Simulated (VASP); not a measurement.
Data:

```
Se
1.0
    2.15210    -3.72755     0.00000
    2.15210     3.72755     0.00000
    0.00000     0.00000     5.16785
Se
3
Direct
  0.00000   0.23442   0.66667
  0.76558   0.76558   0.00000
  0.23442   0.00000   0.33333
```

Level of theory: AM05 GGA, VASP's PBE PAW potentials (set 64) (plane waves; VASP). Settings: 520 eV cut-off, 6×6×5 Γ-centred mesh, Gaussian smearing of 0.050 eV, potentials Se.

Without a dispersion term in the relaxation, distances and binding between the weakly bound layers, chains or molecules are unreliable, and so is what depends on them.

Task: The ions and cell shape at fixed volume are relaxed. Predict the relaxed structure.

Result: 
```
Se
1.0
    2.18229    -3.77984     0.00000
    2.18229     3.77984     0.00000
    0.00000     0.00000     5.02586
Se
3
Direct
  0.00000   0.22584   0.66667
  0.77416   0.77416   0.00000
  0.22584   0.00000   0.33333
```
Space group P3_121 (152), at a tolerance of 0.03 Å.

Task: How much energy does the relaxation gain?

Result: The energy (σ→0) changes by -14.1 meV/atom, in 6 ionic steps.

The compound is Se in the trig structure. This cell is one point of a volume scan, at 1.06 of the reference volume. Symmetry was kept, so distortions that lower it aren't found.
